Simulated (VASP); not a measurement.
Given:

```
CELL_PARAMETERS angstrom
      0.00000     2.90647     2.90647
      2.90647     0.00000     2.90647
     11.75678    11.75678    -0.13091
ATOMIC_POSITIONS crystal
  Hg 0.01411 0.01411 0.98942
  Te 0.21223 0.21223 0.09083
  Te 0.23662 0.23662 0.32254
  Te 0.25805 0.25805 0.55646
  Te 0.28157 0.28157 0.78882
  Be 0.97737 0.97737 0.26698
  Be 0.99968 0.99968 0.50024
  Be 0.02038 0.02038 0.73472
```

Level of theory: PBEsol GGA, VASP's PBE PAW potentials (set 64) (plane waves; VASP). Numerical set-up: 400 eV cut-off, 6×6×2 Γ-centred mesh, Gaussian smearing of 0.050 eV, potentials Hg Te Be.

Unless said otherwise, spin-orbit coupling is left out, though it shifts the bands of the heavy elements here.

Problem. Estimate the energy per atom (σ→0), band gap (on the k-mesh) with the smallest direct gap where there is one.

Solution. 
```yaml
band gap (on the k-mesh): 0.70 eV
smallest direct gap (on the k-mesh): 1.02 eV
energy per atom (σ→0): -3.555 eV/atom
```

The absolute energy has meaning only against runs of the same code, potentials and settings.

The structure was generated: Be3HgTe4 was put into an ordered model structure (R3m), which need not be its known phase. It was relaxed first. The start is the result of an earlier pass.
